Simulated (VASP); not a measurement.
Here is the system:

```yaml
crystal:
  lattice:
    - [0.00000, 1.78159, 1.78159]
    - [1.78159, 0.00000, 1.78159]
    - [1.78159, 1.78159, 0.00000]
  atoms:
    - { symbol: C, position: [0.00000, 0.00000, 0.00000] }
    - { symbol: C, position: [0.25000, 0.25000, 0.25000] }
```

The numbers are results of r2SCAN meta-GGA, VASP's PBE PAW potentials (set 64) (plane waves; VASP), not measurements. Numerical set-up: 600 eV cut-off, 12×12×12 Γ-centred mesh, Gaussian smearing of 0.050 eV, potentials C.

Estimate the energy per atom (σ→0).

* **energy per atom (σ→0)**: -9.832 eV/atom

Only differences to runs with the same potentials and settings are physical.

The compound is C in the diamond structure. It was relaxed first.
